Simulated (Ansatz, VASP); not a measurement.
# One calculation of Mg2CdSe3, two programs

```
CELL_PARAMETERS angstrom
4.24782 0.00000 0.00000
-2.12391 3.67872 0.00000
0.00000 0.00000 10.37486
ATOMIC_POSITIONS crystal
Mg 0.66667 0.33333 0.33524
Mg 0.33333 0.66667 0.66165
Cd 0.00000 0.00000 0.00256
Se 0.00000 0.00000 0.25810
Se 0.66667 0.33333 0.58328
Se 0.33333 0.66667 0.90917
```

Alike in both runs: functional PBE; k mesh 6 × 6 × 4; occupations gaussian, width 0.02 eV; no spin polarisation.

Ansatz relaxed the structure, and its values are those at the end. VASP's run is a single point on that final structure, the one shown.

|  | VASP | Ansatz |
| --- | --- | --- |
| version | VASP 6.6.1 | Ansatz 0.2.0 |
| potentials or method | VASP PAW PBE potentials, release 64 (Mg, Cd, Se) | scalar-relativistic, plane waves, PAW |
| plane-wave cutoff (eV) | 520 | 420 |
| valence electrons in the cell | 34 | 88 |

```tsv
	VASP	Ansatz	Ansatz less VASP
gap on the k mesh at the Fermi level (eV)	1.57	1.57	+0.003
least direct gap on the mesh (eV)	1.57	1.57	+0.003
pressure (GPa)	1.5	1.5	-0.08
rms of the force components (eV/Å)	0.011	0.000	-0.0111
```

The two sets of potentials don't hold the same shells in valence.

A k mesh can miss the band edges. As with any semilocal functional, this PBE gap is likely too small.
